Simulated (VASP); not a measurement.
All values below come from PBEsol GGA, VASP's PBE PAW potentials (set 64) (plane waves; VASP).

The input files of a VASP run:

POSCAR:
```
C
1
    0.0000000000     1.7783297413     1.7783297413
    1.7783297413     0.0000000000     1.7783297413
    1.7783297413     1.7783297413     0.0000000000
C
2
Direct
  0.0000000000   0.0000000000   0.0000000000
  0.2500000000   0.2500000000   0.2500000000
```

### INCAR
```
SYSTEM = C
PREC = Accurate; ENCUT = 520; LREAL = .False.
LASPH = .True.
EDIFF = 1E-7; NELM = 100; ALGO = Normal
ISMEAR = 0; SIGMA = 0.05
GGA = PS
ISIF = 2
LWAVE = .False.; LCHARG = .False.
```

KPOINTS:
```
Automatic mesh
0
Gamma
13 13 13
0 0 0
```

POTCAR, in this order: C (PBE.64 set). Program: vasp_std.

What VASP printed:

**OSZICAR**
```
       N       E                     dE             d eps       ncg     rms          rms(c)
DAV:   1    -0.112144830606E+01   -0.11214E+01   -0.50479E+03  1400   0.987E+02
DAV:   2    -0.198209593126E+02   -0.18700E+02   -0.18151E+02  2136   0.112E+02
DAV:   3    -0.199294135471E+02   -0.10845E+00   -0.10845E+00  1440   0.113E+01
DAV:   4    -0.199295566159E+02   -0.14307E-03   -0.14307E-03  1936   0.437E-01
DAV:   5    -0.199295566804E+02   -0.64484E-07   -0.64483E-07  1440   0.547E-03    0.566E+00
DAV:   6    -0.194253775032E+02    0.50418E+00   -0.38755E-01  1384   0.485E+00    0.335E+00
DAV:   7    -0.192497752095E+02    0.17560E+00   -0.42802E-01  1600   0.515E+00    0.715E-01
DAV:   8    -0.192498326406E+02   -0.57431E-04   -0.15023E-03  1376   0.467E-01    0.304E-02
DAV:   9    -0.192498378952E+02   -0.52545E-05   -0.34820E-05  1944   0.555E-02    0.231E-02
DAV:  10    -0.192498428254E+02   -0.49302E-05   -0.31128E-06  1448   0.210E-02    0.454E-03
DAV:  11    -0.192498427075E+02    0.11789E-06   -0.28688E-08  1424   0.169E-03    0.975E-04
DAV:  12    -0.192498427078E+02   -0.26682E-09   -0.24512E-09   672   0.616E-04
   1 F= -.19249843E+02 E0= -.19249843E+02  d E =-.404178E-15
```

**OUTCAR**
```
------------------------ aborting loop because EDIFF is reached ----------------------------------------
  FORCE on cell =-STRESS in cart. coord.  units (eV):
  Direction    XX          YY          ZZ          XY          YZ          ZX
  --------------------------------------------------------------------------------------
  Total        0.0010154      0.0010154      0.0010154      0.0000000     -0.0000000      0.0000000
  in kB        0.1446389      0.1446389      0.1446389      0.0000000     -0.0000000      0.0000000
  external PRESSURE =       0.1446389 kB  Pullay stress =       0.0000000 kB
  volume of cell :       11.25
      direct lattice vectors                 reciprocal lattice vectors
     0.000000000  1.778329741  1.778329741    -0.281162705  0.281162705  0.281162705
     1.778329741  0.000000000  1.778329741     0.281162705 -0.281162705  0.281162705
     1.778329741  1.778329741  0.000000000     0.281162705  0.281162705 -0.281162705
 POSITION                                       TOTAL-FORCE (eV/Angst)
 -----------------------------------------------------------------------------------
      0.00000      0.00000      0.00000        -0.000000     -0.000000     -0.000000
      0.88916      0.88916      0.88916         0.000000      0.000000      0.000000
 -----------------------------------------------------------------------------------
    total drift:                                0.000000      0.000000      0.000000
  FREE ENERGIE OF THE ION-ELECTRON SYSTEM (eV)
  ---------------------------------------------------
  free  energy   TOTEN  =       -19.2498427078 eV

  energy  without entropy=      -19.2498427078  energy(sigma->0) =      -19.24984271
```
(Selected blocks of OUTCAR.)

File OUTCAR:
```
 val. band max:        9.8327202788   @ k =   0.0000   0.0000   0.0000

 cond. band min:      13.8632399486   @ k =   0.3846   0.3846   0.0000


 Fermi energy:        10.0841174876

 k-point     1 :       0.0000    0.0000    0.0000
  band No.  band energies     occupation
      1     -11.8038      2.00000
      2       9.8327      2.00000
      3       9.8327      2.00000
      4       9.8327      2.00000
      5      15.3952      0.00000
      6      15.3952      0.00000
      7      15.3952      0.00000
      8      23.3954      0.00000

 k-point     2 :       0.0769    0.0000    0.0000
  band No.  band energies     occupation
      1     -11.6385      2.00000
      2       8.7522      2.00000
      3       9.5485      2.00000
      4       9.5485      2.00000
      5      15.7668      0.00000
      6      15.7668      0.00000
      7      16.0372      0.00000
      8      23.5222      0.00000

 k-point     3 :       0.1538    0.0000    0.0000
  band No.  band energies     occupation
      1     -11.1442      2.00000
      2       6.4589      2.00000
      3       8.9101      2.00000
      4       8.9101      2.00000
      5      16.6041      0.00000
      6      16.6041      0.00000
      7      17.0864      0.00000
      8      23.8860      0.00000

 k-point     4 :       0.2308    0.0000    0.0000
  band No.  band energies     occupation
      1     -10.3265      2.00000
      2       3.8334      2.00000
      3       8.2211      2.00000
      4       8.2211      2.00000
      5      17.4433      0.00000
      6      17.4433      0.00000
      7      17.8783      0.00000
      8      24.4083      0.00000

 k-point     5 :       0.3077    0.0000    0.0000
  band No.  band energies     occupation
      1      -9.1980      2.00000
      2       1.2072      2.00000
      3       7.6403      2.00000
      4       7.6403      2.00000
      5      17.9860      0.00000
      6      17.9860      0.00000
      7      18.3694      0.00000
...
```

The compound is C in the diamond structure. It was relaxed first.
